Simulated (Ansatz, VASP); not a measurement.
## Cross-check of CaH90C2S2O51F6 between VASP and Ansatz

Wanted: the spread between two codes on one cell, functional and k mesh. The cell is taken from a series of runs on this material, whose earlier steps may have relaxed, scaled, displaced or heated it; both programs get it as it stands.

Program: Ansatz 0.2.0. Level of theory: plane waves, with VASP 6.6.1 beside it; single point at PBE with D3(BJ). Results are calculated unless marked as measured.

## 1. The starting structure

The cell holds 152 atoms: 51 O, 2 S, 2 C, 6 F, 90 H and 1 Ca. Cell: a = 11.629 Å, b = 11.629 Å, c = 11.629 Å, α = 90.0°, β = 90.0°, γ = 90.0°.

## 2. Ansatz: single point, PBE with D3(BJ)

Ansatz runs on its default PAW (the set named soft_2) files.

A single point gives forces, pressure and levels at one fixed geometry, so differences don't come from the geometry; what else differs is listed under the comparison.

File input.yaml:

```yaml
crystal:
  lattice:
    - [11.62932, 0.0, 0.0]
    - [0.0, 11.62932, 0.0]
    - [0.0, 0.0, 11.62932]
  atoms:
    - { symbol: O, position: [0.9197, 0.2622, 0.9201] }
    - { symbol: S, position: [0.98645, 0.27236, 0.81222] }
    - { symbol: O, position: [0.0997, 0.21632, 0.81589] }
    - { symbol: O, position: [0.91937, 0.24625, 0.70844] }
    - { symbol: C, position: [0.01631, 0.42979, 0.79754] }
    - { symbol: F, position: [0.08428, 0.44664, 0.70598] }
    - { symbol: F, position: [0.06761, 0.4723, 0.89122] }
    - { symbol: F, position: [0.91588, 0.48479, 0.78162] }
    - { symbol: O, position: [0.6019, 0.778, 0.62506] }
    - { symbol: S, position: [0.57753, 0.73426, 0.50787] }
    - { symbol: O, position: [0.46522, 0.67688, 0.49852] }
    - { symbol: O, position: [0.60368, 0.81634, 0.41676] }
    - { symbol: C, position: [0.68526, 0.61657, 0.48452] }
    - { symbol: F, position: [0.79125, 0.66066, 0.47501] }
    - { symbol: F, position: [0.65946, 0.55931, 0.38771] }
    - { symbol: F, position: [0.68381, 0.54251, 0.57364] }
    - { symbol: O, position: [0.30641, 0.73251, 0.94459] }
    - { symbol: H, position: [0.3421, 0.65833, 0.91749] }
    - { symbol: H, position: [0.36446, 0.78962, 0.92172] }
    - { symbol: O, position: [0.184, 0.0617, 0.9796] }
    - { symbol: H, position: [0.15814, 0.11028, 0.91497] }
    - { symbol: H, position: [0.17578, 0.98256, 0.95426] }
    - { symbol: O, position: [0.63306, 0.52619, 0.85653] }
    - { symbol: H, position: [0.54779, 0.53234, 0.85287] }
    - { symbol: H, position: [0.65317, 0.45357, 0.81583] }
    - { symbol: O, position: [0.16803, 0.76028, 0.75906] }
    - { symbol: H, position: [0.19794, 0.83037, 0.72025] }
    - { symbol: H, position: [0.21006, 0.7539, 0.83399] }
    - { symbol: O, position: [0.53151, 0.07298, 0.88626] }
    - { symbol: H, position: [0.48299, 0.11092, 0.94697] }
[... 116 atom lines left out ...]
    - { symbol: H, position: [0.11055, 0.43367, 0.21587] }
    - { symbol: H, position: [0.03529, 0.46002, 0.11009] }
    - { symbol: O, position: [0.7536, 0.07494, 0.91601] }
    - { symbol: H, position: [0.78731, 0.15185, 0.90889] }
    - { symbol: H, position: [0.66717, 0.08079, 0.90201] }
    - { symbol: Ca, position: [0.90825, 0.07843, 0.27306] }
kpoints:
  mp_grid: { grid: [1, 1, 1] }
hamiltonian:
  xc: pbe
  dispersion: d3bj
scf:
  occupations: { method: fermi_dirac, width: 0.025 }
output:
  forces: true
  stress: true
  populations: true
  dos:
    method: { smearing: { sigma: 0.1 } }
    de: 0.1
    projected: { site_lists: { C: [C], Ca: [Ca], F: [F], H: [H], O: [O] } }
  eigenvalues: true
```

The run is started by

```sh
$ ansatz run input.yaml --threads 4 --pin off --max-ram 8192MiB --backend cpu --events-out ev --progress --plain --runs-dir out
```

Numbers of over 12 decimals in the logs are rounded to 6 here.

Output:

```text
Engine: ansatz 0.2.0, x86_64-unknown-linux-gnu
Pseudopotentials: kind: paw
Pseudopotential: O, paw, valence charge 6, recommended cutoff 420 eV (normal), O.paw.azcp
Pseudopotential: S, paw, valence charge 6, recommended cutoff 420 eV (normal), S.paw.azcp
Pseudopotential: C, paw, valence charge 4, recommended cutoff 420 eV (normal), C.paw.azcp
Pseudopotential: F, paw, valence charge 7, recommended cutoff 420 eV (normal), F.paw.azcp
Pseudopotential: H, paw, valence charge 1, recommended cutoff 420 eV (normal), H.paw.azcp
Pseudopotential: Ca, paw, valence charge 10, recommended cutoff 420 eV (normal), Ca.paw.azcp
Functional definition: PBE
  parameter kappa = 0.804
  parameter beta = 0.066725
  exchange = pbe_x(kappa = kappa, mu = beta*pi^2/3)
  correlation = pbe_c(beta = beta)
Crystal: 152 atoms, lattice volume = 1572.762 Å³
Basis set: ecut = 420 eV, 30839 PW (Γ), exchange–correlation on 160×160×160 points (8 copies of the dense FFT grid, shifted against one another)
Bands: 386, of which v1, the nominal top of the filled ones, is band 234 counted from 1 (233 counted from 0)
Symmetry: 1 space group operations
Space group: P1 (ITA 1), of the structure as read, at distance tolerance 1.2e-4 Å
k-points: 1
Non-local potential: O, projectors of the file, l = 0: 2, l = 1: 2, l = 2: 1
Non-local potential: S, projectors of the file, l = 0: 2, l = 1: 2, l = 2: 2
Non-local potential: C, projectors of the file, l = 0: 2, l = 1: 2, l = 2: 1
Non-local potential: F, projectors of the file, l = 0: 2, l = 1: 2, l = 2: 1
Non-local potential: H, projectors of the file, l = 0: 2, l = 1: 1
Non-local potential: Ca, projectors of the file, l = 0: 3, l = 1: 2, l = 2: 2
PAW form: soft (Blöchl's): semilocal exchange-correlation on the pseudo side does not see the compensation charge
PAW one-centre angular grid: O, 110 points (default); XC on 64 Gauss nodes
PAW one-centre angular grid: S, 110 points (default); XC on 64 Gauss nodes
PAW one-centre angular grid: C, 110 points (default); XC on 64 Gauss nodes
PAW one-centre angular grid: F, 110 points (default); XC on 64 Gauss nodes
PAW one-centre angular grid: H, 110 points (default); XC on 64 Gauss nodes
PAW one-centre angular grid: Ca, 110 points (default); XC on 64 Gauss nodes
Initial density: superposition of atomic densities (neutral atoms: chi_scale 0, normalization atom), corrected by the library's trained network
Initial wavefunctions: pseudopotential atomic-orbital guess
Functional: x = pbe(κ = 0.804, μ = 0.219515), c = pbe(β = 0.066725)
SCF iter   1: F=—  HF=-39367.744555 eV  |F-HF|=—  |Δ(HF+E_count)|=         —  Δρ=5.18e-3  dr2=7.72e-1  ethr=1.77e-3  ⟨swp⟩=6.0  Hψ=1820  notcnv=0  defer=115
preconditioner: auto → Resta (q_TF=auto, 2.229 Å⁻¹)  ε∞=2.3  [insulator: Δε(μ)=2.394 eV  Ē_g=17.694 eV  σ=0.025 eV  W_gap=1.00  n_scr=304 (ndim 8)  ℏωp=19.9 eV  f_vac=0.301  D(μ)=0.00/eV (n_scr^D=0)  ε∞_Penn≈2.3]
SCF iter   2: F=—  HF=-39367.458813 eV  |F-HF|=—  |Δ(HF+E_count)|=   2.86e-1  Δρ=2.80e-3  dr2=1.51e-1  ethr=1.65e-4  ⟨swp⟩=2.0  Hψ=625  notcnv=0  defer=146
SCF iter   3: F=—  HF=-39367.399348 eV  |F-HF|=—  |Δ(HF+E_count)|=   5.95e-2  Δρ=1.08e-3  dr2=4.62e-2  ethr=3.23e-5  ⟨swp⟩=2.0  Hψ=625  notcnv=0  defer=146
SCF iter   4: F=—  HF=-39367.379142 eV  |F-HF|=—  |Δ(HF+E_count)|=   2.02e-2  Δρ=5.09e-4  dr2=4.36e-3  ethr=9.87e-6  ⟨swp⟩=2.0  Hψ=421  notcnv=0  defer=146
SCF iter   5: F=—  HF=-39367.378439 eV  |F-HF|=—  |Δ(HF+E_count)|=   7.03e-4  Δρ=2.58e-4  dr2=9.16e-4  ethr=9.31e-7  ⟨swp⟩=2.0  Hψ=670  notcnv=0  defer=146
SCF iter   6: F=—  HF=-39367.378320 eV  |F-HF|=—  |Δ(HF+E_count)|=   1.20e-4  Δρ=9.61e-5  dr2=1.30e-4  ethr=1.96e-7  ⟨swp⟩=3.0  Hψ=469  notcnv=0  defer=146
SCF iter   7: F=—  HF=-39367.378314 eV  |F-HF|=—  |Δ(HF+E_count)|=   6.02e-6  Δρ=3.62e-5  dr2=1.74e-5  ethr=2.78e-8  ⟨swp⟩=3.0  Hψ=469  notcnv=0  defer=146
SCF iter   8: F=—  HF=-39367.378643 eV  |F-HF|=—  |Δ(HF+E_count)|=   3.29e-4  Δρ=1.22e-5  dr2=2.15e-6  ethr=3.71e-9  ⟨swp⟩=3.0  Hψ=472  notcnv=0  defer=146
SCF iter   9: F=—  HF=-39367.378644 eV  |F-HF|=—  |Δ(HF+E_count)|=   7.51e-7  Δρ=3.82e-6  dr2=2.44e-7  ethr=4.60e-10  ⟨swp⟩=2.0  Hψ=466  notcnv=0  defer=146
SCF iter  10: F=-39367.378644 eV  HF=-39367.378644 eV  |F-HF|=2.70e-8  |Δ(HF+E_count)|=   7.03e-8  Δρ=1.98e-6  dr2=5.24e-8  ethr=2.14e-11  ⟨swp⟩=16.0  Hψ=2601  notcnv=0
SCF 1 converged in 10 iterations: F = -39367.378644 eV  dr2 = 5.24e-8
  greatest PAW one-centre occupation: 0.995 electrons in one spin orbital (limit 2), on the Ca atom at site 151 (counted from 0), in its partial waves of l = 0
SCF converged after 10 iterations
Free energy (F): -39367.378644 eV
Harris-Foulkes:  -39367.378644 eV  (|F-HF|=2.70e-8)
Internal energy: -39367.378644 eV  (E = F + TS)
E sigma→0 (E₀):  -39367.378644 eV
Fermi energy:    2.403675 eV
--- Per-component energies (eV) ---
  E_band       = -4563.881672
  E_kinetic    = 12111.998924
[...]
atom 130  H      0.02268291     0.03815719    -0.02269709
  atom 131  O      0.03860796     0.05798454     0.05051943
  atom 132  H     -0.06572747    -0.01952165    -0.02238778
  atom 133  H     -0.00829016    -0.03768858    -0.02153745
  atom 134  O     -0.01957551     0.08391798     0.04300397
  atom 135  H      0.07490189    -0.07216916    -0.04758810
  atom 136  H     -0.01917661    -0.04225954     0.00015621
  atom 137  O      2.80260488    -0.35199340    -2.18372592
  atom 138  H     -1.22713746     1.55797178    -0.84545130
  atom 139  H     -1.12831644    -1.88084509    -0.43370329
  atom 140  O      0.06733833     0.04477396    -0.11057039
  atom 141  H     -0.07867700    -0.03069481     0.04509760
  atom 142  H     -0.02905292    -0.02796665     0.11688679
  atom 143  O     -0.22780647    -0.06265301     0.31054625
  atom 144  H      0.07538637    -0.01697379    -0.09407199
  atom 145  H      0.14422394    -0.08016368    -0.35911270
  atom 146  O      0.01239650     0.04686763    -0.10003589
  atom 147  H     -0.01773994    -0.06532469     0.11174722
  atom 148  H      0.02076265    -0.02164147     0.02372355
  atom 149  O     -0.12760373     0.02110474     0.02400700
  atom 150  H      0.04624319    -0.01483551    -0.00400985
  atom 151  H      0.08742037    -0.00265691     0.01223658
  atom 152  Ca     1.49770173    -0.20552090     1.20412818
  max |Σ_I F_I| component: 5.59e-5 eV/Å
--- Stress (GPa, compression-positive) ---
       -0.181148       0.122069      -0.298363
        0.122069       0.318113       0.057501
       -0.298363       0.057501       0.279325
  P = ⅓ Tr σ = 0.1388 GPa (1.388 kbar)
--- Band table (eV) ---
  k-point 0: bands = [... 230 lower, -1.4813, -0.9845, -0.8471, 1.8366, 2.9707, 4.0991, 4.2008, 4.2818, ... 148 higher]
--- Löwdin populations: 152 sites ---
  site symbol       q [e]
     0      O      6.7563
     1      S      3.7481
     2      O      6.7257
     3      O      6.7167
     4      C      3.3225
     5      F      7.2042
     6      F      7.2032
     7      F      7.2115
     8      O      6.7576
     9      S      3.7357
    10      O      6.7480
    11      O      6.7184
    12      C      3.3266
    13      F      7.1991
    14      F      7.2075
    15      F      7.2139
    16      O      6.6773
    17      H      0.6218
    18      H      0.6006
    19      O      6.6601
    20      H      0.5981
    21      H      0.5741
    22      O      6.6777
    23      H      0.6108
[...]
144      H      0.6099
   145      O      6.6827
   146      H      0.6126
   147      H      0.6077
   148      O      6.6678
   149      H      0.6032
   150      H      0.6239
   151     Ca      8.2602
  spilling = 0.011772 (of n_electrons = 468.000000)
```

Reading the cycles: dr2 is the Hartree energy of the density residual (eV), the measure of convergence; HF is the Harris–Foulkes estimate of the energy, which meets the free energy F at convergence.

## 3. VASP: single point, PBE with D3(BJ)

The same cell, functional, mesh and smearing now go to VASP, with its own data sets.

Lines of VASP's logs that name or quote its potential files are left out, and so is its time.

File INCAR:

```
SYSTEM = CaH90C2S2O51F6
PREC = Accurate
ENCUT = 600
EDIFF = 1E-06
NELM = 120
ISMEAR = -1
SIGMA = 0.025
LREAL = Auto
ALGO = Normal
GGA = PE
IVDW = 12
NBANDS = 340
LORBIT = 11
LWAVE = .FALSE.
LCHARG = .FALSE.
ISIF = 2
LASPH = .TRUE.
GGA_COMPAT = .FALSE.
EFERMI = MIDGAP
```

File POSCAR:

```
CaH90C2S2O51F6
1.0
   11.6293200000      0.0000000000      0.0000000000
    0.0000000000     11.6293200000      0.0000000000
    0.0000000000      0.0000000000     11.6293200000
O S C F H Ca
51 2 2 6 90 1
Direct
    0.9197000000      0.2622000000      0.9201000000
    0.0997000000      0.2163200000      0.8158900000
    0.9193700000      0.2462500000      0.7084400000
    0.6019000000      0.7780000000      0.6250600000
    0.4652200000      0.6768800000      0.4985200000
    0.6036800000      0.8163400000      0.4167600000
    0.3064100000      0.7325100000      0.9445900000
    0.1840000000      0.0617000000      0.9796000000
    0.6330600000      0.5261900000      0.8565300000
    0.1680300000      0.7602800000      0.7590600000
    0.5315100000      0.0729800000      0.8862600000
    0.0144600000      0.1530900000      0.1182700000
    0.7669600000      0.7103300000      0.7982000000
    0.2906300000      0.3772200000      0.9743500000
    0.5334900000      0.4061800000      0.1924300000
    0.8677800000      0.2867500000      0.2935000000
    0.8790500000      0.4239700000      0.1036400000
    0.9321000000      0.8885400000      0.1995800000
    0.0957400000      0.7427100000      0.3223400000
    0.2529200000      0.8907600000      0.4038600000
    0.1781700000      0.1393600000      0.5986200000
    0.7989600000      0.8446700000      0.9994200000
    0.9557400000      0.8679100000      0.4894700000
    0.4356700000      0.1461800000      0.2706200000
    0.9628200000      0.7148600000      0.6592800000
    0.6885100000      0.0009500000      0.5915500000
    0.2719500000      0.9346200000      0.6395700000
    0.0020900000      0.0753100000      0.4770600000
    0.7507900000      0.0822400000      0.1464600000
    0.5925400000      0.7612000000      0.0916800000
[... 116 atom lines left out ...]
    0.9040700000      0.0828300000      0.6998400000
    0.1105500000      0.4336700000      0.2158700000
    0.0352900000      0.4600200000      0.1100900000
    0.7873100000      0.1518500000      0.9088900000
    0.6671700000      0.0807900000      0.9020100000
    0.9082500000      0.0784300000      0.2730600000
```

File KPOINTS:

```
Automatic mesh
0
Gamma
1 1 1
0 0 0
```

PAW data sets: O, S, C, F, H and Ca_sv (PBE family, release 64).

The run is started by

```sh
$ export OMP_NUM_THREADS=3
$ mpirun -np 1 vasp_gam
```

Output:

```text
[banner, memory and clock lines left out]
running    1 mpi-ranks, on    1 nodes
[...]
Offloading initialized ...    1 GPUs detected
[...]
LDA part: xc-table for (Slater+PW92), standard interpolation
 POSCAR, INCAR and KPOINTS ok, starting setup
[...]
entering main loop
       N       E                     dE             d eps       ncg     rms          rms(c)
DAV:   1     0.442121988927E+04    0.44212E+04   -0.28319E+05   704   0.146E+03
DAV:   2    -0.367932319179E+03   -0.47892E+04   -0.45818E+04   836   0.350E+02
DAV:   3    -0.824715657280E+03   -0.45678E+03   -0.45354E+03   824   0.113E+02
DAV:   4    -0.834768325892E+03   -0.10053E+02   -0.10012E+02   864   0.167E+01
[...]
DAV:  19    -0.760811242440E+03    0.48043E-05   -0.80205E-06   784   0.667E-03    0.334E-03
DAV:  20    -0.760811241074E+03    0.13659E-05   -0.11660E-06   584   0.530E-03    0.269E-03
DAV:  21    -0.760811240930E+03    0.14407E-06   -0.17894E-06   656   0.378E-03
   1 F= -.76689317E+03 E0= -.76689317E+03  d E =-.762021E-09
```

OUTCAR, selected parts (step 3):

```text
  FREE ENERGIE OF THE ION-ELECTRON SYSTEM (eV)
  ---------------------------------------------------
  free  energy   TOTEN  =      -766.8931725409 eV

  energy  without entropy=     -766.8931725401  energy(sigma->0) =     -766.89317254
```

The run ends at a pressure of 0.03 GPa, with forces up to 3.6 eV/Å.

## 4. Side by side

Known differences besides the potentials themselves: the cutoff is 420 eV in Ansatz and 600 eV in VASP (PREC = Accurate, projectors in real space). Total energies have different zeros and are not compared.

Both answers:

| quantity | Ansatz | VASP | difference |
| --- | --- | --- | --- |
| pressure (GPa) | 0.14 | 0.03 | +0.10 |
| gap on the k mesh (eV) | 1.134 | 1.091 | +0.043 |

Forces on 10 of the 152 atoms, those with the largest forces and the largest differences (eV/Å; atoms numbered as in POSCAR):

```csv
atom,"Ansatz x, y, z","VASP x, y, z"
O28,"-1.767, -0.219, 3.106","-1.783, -0.185, 3.093"
O47,"2.803, -0.352, -2.184","2.767, -0.367, -2.207"
F56,"-0.003, 0.041, 0.035","0.244, 0.092, -0.297"
F57,"0.032, 0.106, 0.064","0.216, 0.252, 0.410"
F59,"-0.085, -0.040, 0.004","0.292, 0.126, -0.028"
H104,"0.519, 2.382, -0.170","0.476, 2.285, -0.178"
H105,"-1.473, -0.682, -1.202","-1.416, -0.637, -1.176"
H142,"-1.227, 1.558, -0.845","-1.197, 1.499, -0.819"
H143,"-1.128, -1.881, -0.434","-1.094, -1.801, -0.427"
Ca152,"1.498, -0.206, 1.204","1.522, -0.210, 1.222"
```

The forces differ by 77 meV/Å r.m.s., which is 21.2 % of the r.m.s. force of 0.363 eV/Å (both taken over all components). A gap on the mesh is an upper bound, since the band edges may lie between its points.

## 5. Summary of results

- r.m.s. force difference (single point, PBE with D3(BJ)): 21 % of the r.m.s. force
- difference in gap on the k mesh (single point, PBE with D3(BJ)): 0.043 eV

**Reading.** The r.m.s. force difference is 21 % of the r.m.s. force (single point, PBE with D3(BJ)), beyond the 3 % picked in this series as the mark of a large difference. What causes the difference of the single point, PBE with D3(BJ) pair stays open here. Such differences can come from data sets, numerical settings and the points named under the comparisons, not from the functional's error against experiment.

[Lines on the potential files, build, host, timing and source positions are cut from VASP's logs without a mark.]

[Logs are printed without paths, hosts, clocks, repeated set-up lines and the standing remarks that a program may print on its own settings, such as how far it seeks lower states.]

[Hosts, paths, dates, database ids (printed as entryN), source tags and the programs' standing remarks are cut or masked in the printed files.]
